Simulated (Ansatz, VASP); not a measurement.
## SiHCF (F-SiC-H chair bilayer, AA) in two plane-wave programs

Wanted: the spread between two codes on one cell, functional and k mesh. The structure shown is the start of the Ansatz relaxation below; VASP solves that cell, so the two are compared at the walk's first step.

Method: plane waves, with VASP 6.6.1 beside it; single point at PBE with D3(BJ), in Ansatz 0.2.0.

## Step 1: The starting structure

The cell holds 8 atoms: 2 H, 2 C, 2 Si and 2 F. Its edges and angles: a = 3.086 Å, b = 3.085 Å, c = 49.447 Å, α = 90.0°, β = 90.0°, γ = 120.0°. Vacuum lies along c.

## Step 2: Ansatz: relaxation, PBE with D3(BJ)

Ansatz runs on its default PAW (the set named soft_2) files.

The two programs are compared at the cell with which this relaxation starts, whose forces are those of its first step.

File input.yaml:

```yaml
crystal:
  lattice:
    - [3.0855, 0.0, 0.0]
    - [-1.54275, 2.6721213834, 0.0]
    - [0.0, 0.0, 49.4466666688]
  atoms:
    - { symbol: H, position: [0.6666666667, 0.3333333333, 0.4064985843] }
    - { symbol: C, position: [0.6666666667, 0.3333333333, 0.4281380612] }
    - { symbol: Si, position: [0.3333333333, 0.6666666667, 0.4407442362] }
    - { symbol: F, position: [0.3333333333, 0.6666666667, 0.4747202373] }
    - { symbol: H, position: [0.6666666667, 0.3333333333, 0.5252797627] }
    - { symbol: C, position: [0.6666666667, 0.3333333333, 0.5469192396] }
    - { symbol: Si, position: [0.3333333333, 0.6666666667, 0.5595254146] }
    - { symbol: F, position: [0.3333333333, 0.6666666667, 0.5935014157] }
  periodic: [true, true, false]
kpoints:
  mp_grid: { grid: [12, 12, 1] }
hamiltonian:
  xc: pbe
  dispersion: d3bj
scf:
  occupations: { method: fermi_dirac, width: 0.05 }
  convergence: { dr2_threshold: 1.0e-09 }
relax:
  f_tol: 0.004
  max_steps: 90
  cell: {}
output:
  write_potential: true
  write_density: true
  volumetric_format: npy
```

Launch:

```console
> ansatz run input.yaml --threads 4 --pin off --max-ram 6144MiB --backend cpu --events-out ev --progress --plain --runs-dir out
```

Numbers of over 12 decimals in the logs are rounded to 6 here.

Output:

```text
Warning: relax.cell: scf.convergence.dr2_threshold = 1e-9 eV is looser than the 2.15962793847e-10 eV advised for a relaxation that steers and ends on the stress (1e-10 eV for each atom of the cell: 8, times the square of relax.cell.stress_2d_tol = 0.05 N/m over 19.2 Å (the atoms' height at the walk's start and 5 Å past either face), 2.598e-2 GPa, over a crystal's default 0.05). What an SCF threshold leaves in a stress goes as its square root, and in the free energy as the threshold itself, and one threshold admits the most on a small cell: [figures from the program's tests cut] Set scf.convergence.dr2_threshold to 2.15962793847e-10 eV or tighter. [rest of the remark cut]
Engine: ansatz 0.2.0, aarch64-unknown-linux-gnu
Pseudopotentials: kind: paw
Pseudopotential: H, paw, valence charge 1, recommended cutoff 420 eV (normal), H.paw.azcp
Pseudopotential: C, paw, valence charge 4, recommended cutoff 420 eV (normal), C.paw.azcp
Pseudopotential: Si, paw, valence charge 4, recommended cutoff 420 eV (normal), Si.paw.azcp
Pseudopotential: F, paw, valence charge 7, recommended cutoff 420 eV (normal), F.paw.azcp
Functional definition: PBE
  parameter kappa = 0.804
  parameter beta = 0.066725
  exchange = pbe_x(kappa = kappa, mu = beta*pi^2/3)
  correlation = pbe_c(beta = beta)
Crystal: 8 atoms, lattice volume = 407.679 Å³
Basis set: ecut = 420 eV, 7917 PW (Γ), exchange–correlation on 48×48×720 points (8 copies of the dense FFT grid, shifted against one another)
Bands: 24, of which v1, the nominal top of the filled ones, is band 16 counted from 1 (15 counted from 0)
Symmetry: 6 space group operations
Space group: P3m1 (ITA 156), of the structure as read, at distance tolerance 7.4e-5 Å
k-points: 19 of 144 (time reversal used)
Non-local potential: H, projectors of the file, l = 0: 2, l = 1: 1
Non-local potential: C, projectors of the file, l = 0: 2, l = 1: 2, l = 2: 1
Non-local potential: Si, projectors of the file, l = 0: 2, l = 1: 2, l = 2: 2
Non-local potential: F, projectors of the file, l = 0: 2, l = 1: 2, l = 2: 1
PAW form: soft (Blöchl's): semilocal exchange-correlation on the pseudo side does not see the compensation charge
PAW one-centre angular grid: H, 110 points (default); XC on 64 Gauss nodes
PAW one-centre angular grid: C, 110 points (default); XC on 64 Gauss nodes
PAW one-centre angular grid: Si, 110 points (default); XC on 64 Gauss nodes
PAW one-centre angular grid: F, 110 points (default); XC on 64 Gauss nodes
Initial density: superposition of atomic densities (neutral atoms: chi_scale 0, normalization atom), corrected by the library's trained network
Initial wavefunctions: pseudopotential atomic-orbital guess
Functional: x = pbe(κ = 0.804, μ = 0.219515), c = pbe(β = 0.066725)
SCF iter   1: F=—  HF=-3425.703739 eV  |F-HF|=—  |Δ(HF+E_count)|=         —  Δρ=1.93e-3  dr2=2.10e-1  ethr=1.77e-3  ⟨swp⟩=14.9  Hψ=4023  notcnv=0  defer=9
preconditioner: auto → Resta (q_TF=auto, 1.785 Å⁻¹)  ε∞=1.7  [insulator: Δε(μ)=2.171 eV  Ē_g=11.503 eV  σ=0.050 eV  W_gap=1.00  n_scr=28 (ndim 8)  ℏωp=9.7 eV  f_vac=0.759  D(μ)=0.00/eV (n_scr^D=0)  ε∞_Penn≈1.7  vacuum switching on, ρ_ref=9.6e-3 e/Å³]
SCF iter   2: F=—  HF=-3425.618838 eV  |F-HF|=—  |Δ(HF+E_count)|=   8.49e-2  Δρ=1.80e-3  dr2=3.32e-2  ethr=6.57e-4  ⟨swp⟩=3.7  Hψ=981  notcnv=0  defer=46
preconditioner: auto → LDOS  [metal: Δε(μ)=0.140 eV  Ē_g=10.669 eV  σ=0.050 eV  W_gap=0.50  n_scr=28 (ndim 8)  ℏωp=9.7 eV  f_vac=0.761  D(μ)=0.38/eV (n_scr^D=6)  β→1.0]
SCF iter   3: F=—  HF=-3425.615336 eV  |F-HF|=—  |Δ(HF+E_count)|=   3.50e-3  Δρ=1.92e-3  dr2=2.07e-2  ethr=1.04e-4  ⟨swp⟩=4.7  Hψ=1394  notcnv=0  defer=40
SCF iter   4: F=—  HF=-3425.611929 eV  |F-HF|=—  |Δ(HF+E_count)|=   3.41e-3  Δρ=7.79e-4  dr2=6.38e-2  ethr=6.46e-5  ⟨swp⟩=3.1  Hψ=807  notcnv=0  defer=40  recentre
SCF iter   5: F=—  HF=-3425.615411 eV  |F-HF|=—  |Δ(HF+E_count)|=   3.48e-3  Δρ=7.71e-4  dr2=5.70e-2  ethr=6.46e-5  ⟨swp⟩=3.6  Hψ=875  notcnv=0  defer=40
SCF iter   6: F=—  HF=-3425.610297 eV  |F-HF|=—  |Δ(HF+E_count)|=   5.11e-3  Δρ=5.48e-4  dr2=1.38e-3  ethr=6.46e-5  ⟨swp⟩=2.7  Hψ=750  notcnv=0  defer=40
SCF iter   7: F=—  HF=-3425.610718 eV  |F-HF|=—  |Δ(HF+E_count)|=   4.21e-4  Δρ=3.64e-4  dr2=2.31e-2  ethr=4.30e-6  ⟨swp⟩=3.1  Hψ=1002  notcnv=0  defer=40
SCF iter   8: F=—  HF=-3425.610355 eV  |F-HF|=—  |Δ(HF+E_count)|=   3.62e-4  Δρ=2.72e-4  dr2=6.97e-3  ethr=4.30e-6  ⟨swp⟩=2.5  Hψ=786  notcnv=0  defer=40
[...]
SCF iter   5: F=—  HF=-3425.937933 eV  |F-HF|=—  |Δ(HF+E_count)|=   5.90e-5  Δρ=3.23e-6  dr2=1.75e-6  ethr=7.49e-9  ⟨swp⟩=1.9  Hψ=539  notcnv=0
SCF iter   6: F=—  HF=-3425.937940 eV  |F-HF|=—  |Δ(HF+E_count)|=   6.79e-6  Δρ=2.61e-6  dr2=1.10e-6  ethr=5.47e-9  ⟨swp⟩=1.5  Hψ=465  notcnv=0
[...]
SCF iter   8: F=—  HF=-3425.937942 eV  |F-HF|=—  |Δ(HF+E_count)|=   2.25e-7  Δρ=1.32e-6  dr2=3.28e-7  ethr=1.55e-9  ⟨swp⟩=1.4  Hψ=487  notcnv=0
SCF iter   9: F=—  HF=-3425.937942 eV  |F-HF|=—  |Δ(HF+E_count)|=   1.02e-7  Δρ=1.20e-6  dr2=2.62e-7  ethr=1.03e-9  ⟨swp⟩=1.4  Hψ=464  notcnv=0
SCF iter  10: F=—  HF=-3425.937942 eV  |F-HF|=—  |Δ(HF+E_count)|=   2.48e-7  Δρ=4.09e-7  dr2=9.56e-9  ethr=8.19e-10  ⟨swp⟩=1.4  Hψ=463  notcnv=0
iter 11 met the thresholds in force, and the SCF goes on: an eigenvalue changes by 1.11 meV, over its tolerance of 1.07 meV (output.eigenvalues, Limitations)
SCF iter  11: F=-3425.937942 eV  HF=-3425.937942 eV  |F-HF|=1.19e-8  |Δ(HF+E_count)|=   6.80e-9  Δρ=1.16e-7  dr2=9.75e-11  ethr=3.13e-12  ⟨swp⟩=15.4  Hψ=4370  notcnv=0
iter 12 met the thresholds in force, and the SCF goes on: an eigenvalue changes by 1.85 meV, over its tolerance of 1.07 meV (output.eigenvalues, Limitations)
SCF iter  12: F=-3425.937942 eV  HF=-3425.937942 eV  |F-HF|=2.38e-8  |Δ(HF+E_count)|=   1.19e-8  Δρ=9.62e-8  dr2=9.22e-11  ethr=1.00e-12  ⟨swp⟩=8.0  Hψ=2886  notcnv=0
Mixer restart at iter 12: flushing history
SCF iter  13: F=-3425.937942 eV  HF=-3425.937942 eV  |F-HF|=1.58e-8  |Δ(HF+E_count)|=   2.48e-8  Δρ=4.09e-7  dr2=1.67e-8  ethr=1.00e-12  ⟨swp⟩=2.2  Hψ=760  notcnv=0  κ⁻¹=1.0e0(r=1)
SCF iter  14: F=-3425.937942 eV  HF=-3425.937942 eV  |F-HF|=2.82e-10  |Δ(HF+E_count)|=  8.40e-10  Δρ=1.54e-7  dr2=2.87e-10  ethr=1.00e-12  ⟨swp⟩=9.2  Hψ=3356  notcnv=0
SCF 9 converged in 14 iterations: F = -3425.937942 eV  dr2 = 2.87e-10
relax step   9: F+E_penalty+E_count = -3425.93794220 eV  Δ(F+E_penalty+E_count) = -1.320e-4 eV  max|allowed force component| = 1.487e-3 eV/Å  Δτ_max = 0.0000 Å  P = +0.006 N/m  Ω = 415.072 Å³  fix = [c, alpha, beta]  reactions: c +0.000 N/m  stress off target by 5.91e-3 N/m on what of the cell is left free  SCF on the basis re-selected at this cell (its energy is not comparable with the rows above)  (14 SCF iters)
basis re-selected at this cell: Δ(F+E_penalty+E_count) = -1.320e-4 eV, ΔP = +0.003 N/m vs the last step (what re-selecting the basis moved, of the pressure what is left beyond the Pulay correction that the steps carried, after the strain that the cell walked since its last selection, with what the two solves' SCF thresholds leave and, on support functions, any second-order correction that the steps lacked; it is no m [...]
WARN: The output density's exchange-correlation potential varies sharply where the density is thin. Do not read a vacuum level from v_tot or v_xc, or from such a field of the output density. On a cell that repeats whose density bears no net charge and no dipole along the vacuum's axis use v_es (v_loc + v_h of the components); under efield.dipole_correction with no amplitude use v_es + v_field, which holds any externa [...]
SCF converged after 14 iterations
an eigenvalue changed by more than its tolerance at an iteration that met the thresholds in force, so the SCF went on 2 times, its first undamped step at iteration 12: the last check found none over its tolerance
Free energy (F): -3425.937942 eV
Harris-Foulkes:  -3425.937942 eV  (|F-HF|=2.82e-10)
Internal energy: -3425.934282 eV  (E = F + TS)
E sigma→0 (E₀):  -3425.936112 eV
Entropy (-TS):   -0.003660 eV (-0.457 meV/atom)
Fermi energy:    -4.963151 eV
--- Per-component energies (eV) ---
  E_band       = -449.989174
  E_kinetic    = 711.833772
  E_local      = -101113.610436  (includes V_loc(G=0)·N_el)
  E_nonlocal   = 252.930297
  E_hartree    = 50147.608810
  E_xc         = -386.916101
  E_vxc        = -444.077559  (∫ρ·V_xc dr)
  E_paw        = -1626.562113  (= ΣΔE_a)
  E_vpaw       = -152.286392  (= ΣTr[D̂ρ^β])
  E_aug_tail   = 0.001578  (compensation charges beyond the density's cutoff)
  E_ewald      = 48589.606377
  E_disp       = -0.826466  (pairwise vdW)
  E_smearing   = -0.003660  (= −TS)
  E_closure    = 0.000000  (closes the sum)
  Σ components = -3425.937942   (vs F -3425.937942, Δ=0.00e0)
--- Forces (eV/Å), atoms counted from 1 ---
  atom   1  H     -0.00000000    -0.00000000    -0.00043549
  atom   2  C      0.00000000     0.00000000    -0.00060621
  atom   3  Si     0.00000000    -0.00000000     0.00148092
  atom   4  F      0.00000000     0.00000000    -0.00046591
  atom   5  H     -0.00000000    -0.00000000    -0.00107018
  atom   6  C     -0.00000000     0.00000000    -0.00002200
  atom   7  Si     0.00000000    -0.00000000     0.00140020
  atom   8  F      0.00000000     0.00000000    -0.00033294
  max |Σ_I F_I| component: 5.16e-5 eV/Å
--- 2D stress c σ (N/m, compression-positive) ---
        0.005905       0.000000       0.000000
        0.000000       0.005905      -0.000000
        0.000000      -0.000000       0.000000
  P = ½ c Tr σ = 0.0059 N/m
--- Band table (eV; the first three rows and the last of 19) ---
  k-point 0: bands = [... 12 lower, -8.0454, -8.0454, -4.9874, -4.9786, -4.9786, -3.8168, -3.2980, -3.0959, ... 4 higher]
  k-point 1: bands = [... 12 lower, -8.0918, -8.0739, -5.4991, -5.1034, -4.8503, -3.6744, -3.1373, -2.8278, ... 4 higher]
  k-point 2: bands = [... 12 lower, -8.2173, -8.1527, -6.6051, -5.4083, -4.4490, -3.2533, -2.7716, -2.5578, ... 4 higher]
  k-point 18: bands = [... 12 lower, -9.7758, -9.1922, -8.0457, -7.5975, -1.8058, -1.4759, -0.0010, 1.0625, ... 4 higher]
  the weakly bound empty levels are not read free of the cell's end (no_gap_told)
--- Relaxed structure (7 steps of the walk, 7 accepted, 2 SCFs on fresh bases) ---
  F+E_penalty+E_count = -3425.93794220 eV   max|allowed force component| = 1.487e-3 eV/Å   (the final SCF, on the basis selected at the relaxed cell)
  cell:  # Å, volume = 415.0723 Å³
    - [3.113351, 0.0, 0]
    - [-1.556675, 2.696241, 0]
    - [0, 0, 49.4466666688]
  atoms:
    - { symbol: H, position: [0.666667, 0.333333, 0.412164] }
    - { symbol: C, position: [0.666667, 0.333333, 0.434555] }
    - { symbol: Si, position: [0.333333, 0.666667, 0.445813] }
    - { symbol: F, position: [0.333333, 0.666667, 0.478183] }
    - { symbol: H, position: [0.666667, 0.333333, 0.520634] }
    - { symbol: C, position: [0.666667, 0.333333, 0.542967] }
    - { symbol: Si, position: [0.333333, 0.666667, 0.554359] }
    - { symbol: F, position: [0.333333, 0.666667, 0.586652] }
```

(Part 1 of 2 ends here.)

[Lines on the potential files, build, host, timing and source positions are cut from VASP's logs without a mark.]

[Logs are printed without paths, hosts, clocks, repeated set-up lines and the standing remarks that a program may print on its own settings, such as how far it seeks lower states.]

[Hosts, paths, dates, database ids (printed as entryN), source tags and the programs' standing remarks are cut or masked in the printed files.]
